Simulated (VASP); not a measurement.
OSZICAR of a VASP run on KBr (rock salt):

### OSZICAR
```
       N       E                     dE             d eps       ncg     rms          rms(c)
DAV:   1     0.849707714491E+02    0.84971E+02   -0.61444E+03   696   0.958E+02
DAV:   2    -0.164498539879E+01   -0.86616E+02   -0.82153E+02   868   0.239E+02
DAV:   3    -0.646649538272E+01   -0.48215E+01   -0.48044E+01   916   0.532E+01
DAV:   4    -0.662089688329E+01   -0.15440E+00   -0.15424E+00  1184   0.864E+00
DAV:   5    -0.662174477337E+01   -0.84789E-03   -0.84787E-03   912   0.719E-01    0.317E+00
RMM:   6    -0.646235873098E+01    0.15939E+00   -0.23605E-01   696   0.215E+00    0.227E+00
RMM:   7    -0.645378819272E+01    0.85705E-02   -0.21704E-01   710   0.203E+00    0.107E+00
RMM:   8    -0.645965215923E+01   -0.58640E-02   -0.18770E-02   747   0.924E-01    0.161E-01
RMM:   9    -0.645912948023E+01    0.52268E-03   -0.60237E-03   776   0.405E-01    0.627E-02
RMM:  10    -0.645937095628E+01   -0.24148E-03   -0.12613E-03   836   0.200E-01    0.354E-02
RMM:  11    -0.645948185772E+01   -0.11090E-03   -0.38456E-04   776   0.116E-01    0.234E-02
RMM:  12    -0.645949271425E+01   -0.10857E-04   -0.17731E-04   707   0.674E-02    0.142E-02
RMM:  13    -0.645949535790E+01   -0.26437E-05   -0.84749E-05   698   0.486E-02
   1 F= -.64594954E+01 E0= -.64594954E+01  d E =-.645950E+01
```

Q: Which electronic solver shows in the log?

A: It is blocked Davidson (ALGO = Normal, or the opening steps of other solvers) and then RMM-DIIS (ALGO = Fast or VeryFast). The INCAR had ALGO = Fast.

Q: Can the final energy be trusted as converged?

A: The run converged. It stopped with EDIFF = 1E-5, NELM = 100, NSW = 20 and EDIFFG = -0.03 after 1 ionic step (PBEsol GGA, plane waves, VASP's PBE PAW potentials (set 64)).

The compound is KBr in the rock salt structure. It was relaxed first.
